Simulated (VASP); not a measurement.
A cell of AuZn (CsCl type) near equilibrium:

```yaml
crystal:
  lattice:
    - [3.12704, 0.00000, 0.00000]
    - [0.00000, 3.12704, 0.00000]
    - [0.00000, 0.00000, 3.12704]
  atoms:
    - { symbol: Zn, position: [0.50000, 0.50000, 0.50000] }
    - { symbol: Au, position: [0.00000, 0.00000, 0.00000] }
```

Calculation: PBEsol GGA, VASP's PBE PAW potentials (set 64) (plane waves; VASP 6.6.1).

```tsv
run	ΔE (meV/atom)	σxx	σyy	σzz	largest shear component, with its sign (GPa)	largest force (eV/Å)
as it is	0.0	0.33	0.33	0.33	0.00	0.000
after one change	0.9	-1.61	-1.61	-1.92	0.00	0.000
```
Stress is in GPa, positive when the cell is compressed.

Problem. Name the change that produced these shifts.
A. uniaxial strain of -0.5 % along z
B. isotropic strain of -1.5 %
C. atom 2 (Au) moved by -0.075 Å along z
D. uniaxial strain of +1.5 % along z

Solution. D, uniaxial strain of +1.5 % along z

The compound is AuZn in the CsCl type structure. The electron count is odd and the run is not spin-polarised, which forces a metal.
